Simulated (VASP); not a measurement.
OSZICAR of a VASP run on Dy$_{2}$S$_{3}$ (a trial cell in the A-La2O3 structure, space group P-3m1):

### OSZICAR
```
       N       E                     dE             d eps       ncg     rms          rms(c)
DAV:   1     0.199611511269E+03    0.19961E+03   -0.14116E+04  1056   0.120E+03
DAV:   2    -0.283687347397E+01   -0.20245E+03   -0.19813E+03  1262   0.382E+02
DAV:   3    -0.315304207580E+02   -0.28694E+02   -0.26732E+02  1422   0.813E+01
DAV:   4    -0.326214238392E+02   -0.10910E+01   -0.10867E+01  1384   0.201E+01
DAV:   5    -0.326579953546E+02   -0.36572E-01   -0.36556E-01  1474   0.365E+00    0.328E+01
DAV:   6    -0.312916456212E+02    0.13663E+01   -0.44461E+00  1494   0.965E+00    0.223E+01
DAV:   7    -0.313340537072E+02   -0.42408E-01   -0.17036E+00  1530   0.669E+00    0.284E+00
DAV:   8    -0.312746253966E+02    0.59428E-01   -0.50258E-01  1410   0.347E+00    0.762E-01
DAV:   9    -0.312761554626E+02   -0.15301E-02   -0.17271E-02  1344   0.792E-01    0.358E-01
DAV:  10    -0.312766796017E+02   -0.52414E-03   -0.77006E-04  1346   0.210E-01    0.116E-01
DAV:  11    -0.312769838918E+02   -0.30429E-03   -0.31065E-04  1344   0.111E-01    0.463E-02
DAV:  12    -0.312770227166E+02   -0.38825E-04   -0.48607E-05  1356   0.410E-02    0.164E-02
DAV:  13    -0.312770383171E+02   -0.15600E-04   -0.24400E-05  1338   0.270E-02    0.657E-03
DAV:  14    -0.312770385086E+02   -0.19151E-06   -0.96896E-07   892   0.698E-03
   1 F= -.31277039E+02 E0= -.31277039E+02  d E =-.135971E-12
```

**Question.** Which electronic solver shows in the log?

**Answer.** It is blocked Davidson (ALGO = Normal, or the opening steps of other solvers). The INCAR had ALGO = Normal.

**Question.** Can the final energy be trusted as converged?

**Answer.** The run converged. It stopped with EDIFF = 1E-6, NELM = 100 (PBE GGA, plane waves, VASP's PBE PAW potentials (set 64)). The 4f electrons are frozen in the core of the lanthanide potential, so 4f levels, which can set the real gap, and their magnetism are missing.

The structure was generated: Dy2S3 was put into the A-La2O3 type (P-3m1), which need not be its known phase. The cell was not relaxed at this level. The run is one of a series of settings (KPOINTS 7×7×4 Monkhorst-Pack mesh against the base run), some of them coarse on purpose.
